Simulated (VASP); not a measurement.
Here is the system:

```yaml
crystal:
  lattice:
    - [0.00000, 2.74637, 2.74637]
    - [2.74637, 0.00000, 2.74637]
    - [2.74637, 2.74637, 0.00000]
  atoms:
    - { symbol: Ce, position: [0.00000, 0.00000, 0.00000] }
    - { symbol: O, position: [0.25000, 0.25000, 0.25000] }
    - { symbol: O, position: [0.75000, 0.75000, 0.75000] }
```

These are revPBE GGA, VASP's PBE PAW potentials (set 64) (plane waves; VASP) values and carry that method's errors. Settings: 520 eV cut-off, Gaussian smearing of 0.050 eV, potentials Ce O.

Give the energies of bands 7 to 15 at the high-symmetry points, in eV from the valence-band maximum.

| band | Γ | X | U | L | W |
|---|---|---|---|---|---|
| 7 | -3.61 | -3.68 | -3.08 | -2.77 | -2.78 |
| 8 | -3.61 | -1.20 | -1.67 | -2.77 | -2.17 |
| 9 | -3.61 | -1.20 | -1.29 | -1.23 | -1.02 |
| 10 | -0.55 | -0.71 | -1.26 | -1.15 | -1.02 |
| 11 | -0.55 | -0.71 | -0.69 | -0.77 | -0.66 |
| 12 | -0.55 | -0.56 | -0.29 | -0.77 | -0.59 |
| 13 | 2.11 | 1.86 | 1.89 | 1.82 | 1.88 |
| 14 | 2.11 | 1.94 | 1.97 | 1.98 | 1.98 |
| 15 | 2.11 | 1.94 | 2.01 | 1.98 | 1.98 |

The gap is indirect, 1.82 eV, from the valence maximum at K-Γ at 0.29 to the conduction minimum at L.

The compound is CeO2 in the fluorite structure. It was relaxed first. The run is not spin-polarised, so no magnetic state was tried.
